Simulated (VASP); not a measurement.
The input files of a VASP run:

**POSCAR**
```
WSe2
1
    1.6619638773    -2.8786055388     0.0000000000
    1.6619638773     2.8786055388     0.0000000000
    0.0000000000     0.0000000000    14.7572916539
W Se
2 4
Direct
  0.3333330000   0.6666670000   0.2500000000
  0.6666670000   0.3333330000   0.7500000000
  0.3333330000   0.6666670000   0.8637925979
  0.6666670000   0.3333330000   0.3637925979
  0.6666670000   0.3333330000   0.1362074021
  0.3333330000   0.6666670000   0.6362074021
```

KPOINTS:
```
Automatic mesh
0
Gamma
7 7 2
0 0 0
```

**INCAR**
```
ALGO = Normal
EDIFF = 1E-8
EDIFFG = -0.001
ENCUT = 400
GGA = PE
IBRION = 1
ISIF = 2
ISMEAR = 0
LASPH = .TRUE.
LCHARG = .FALSE.
LMAXMIX = 6
LREAL = .FALSE.
LWAVE = .FALSE.
NELM = 100
NSW = 30
PREC = Accurate
SIGMA = 0.05
SYSTEM = WSe2
```

POTCAR, in this order: W_sv Se (PBE.64 set). Program: vasp_std.

### Question
Translate this PBE calculation to Quantum ESPRESSO's pw.x.

### Answer
One equivalent input (not run):
```
&CONTROL
  calculation = 'relax'
  pseudo_dir = './pseudo'
  outdir = './out'
  tprnfor = .true.
  tstress = .true.
  nstep = 30
  forc_conv_thr = 3.9e-05
/
&SYSTEM
  ibrav = 0
  nat = 6
  ntyp = 2
  ecutwfc = 86
  occupations = 'smearing'
  smearing = 'gaussian'
  degauss = 0.003675
  input_dft = 'pbe'
/
&ELECTRONS
  conv_thr = 7.3e-10
  electron_maxstep = 100
/
&IONS
/
ATOMIC_SPECIES
  W 183.840 W.upf
  Se 78.971 Se.upf
CELL_PARAMETERS angstrom
     1.6619639   -2.8786055    0.0000000
     1.6619639    2.8786055    0.0000000
     0.0000000    0.0000000   14.7572917
ATOMIC_POSITIONS crystal
  W    0.3333330  0.6666670  0.2500000
  W    0.6666670  0.3333330  0.7500000
  Se   0.3333330  0.6666670  0.8637926
  Se   0.6666670  0.3333330  0.3637926
  Se   0.6666670  0.3333330  0.1362074
  Se   0.3333330  0.6666670  0.6362074
K_POINTS automatic
  7 7 2 0 0 0
```
What does not carry over: the potentials are each code's own (VASP's PAW set, PseudoDojo norm-conserving files in pw.x), so ENCUT and ecutwfc are chosen apart and not converted; conv_thr bounds pw.x's estimated SCF error, while EDIFF bounds the energy change between steps; forc_conv_thr acts on force components and is met together with etot_conv_thr.

The compound is WSe2 in the 2H layered structure. This run relaxes the ions in a fixed cell. Symmetry was kept, so distortions that lower it aren't found. The start is the result of an earlier pass.
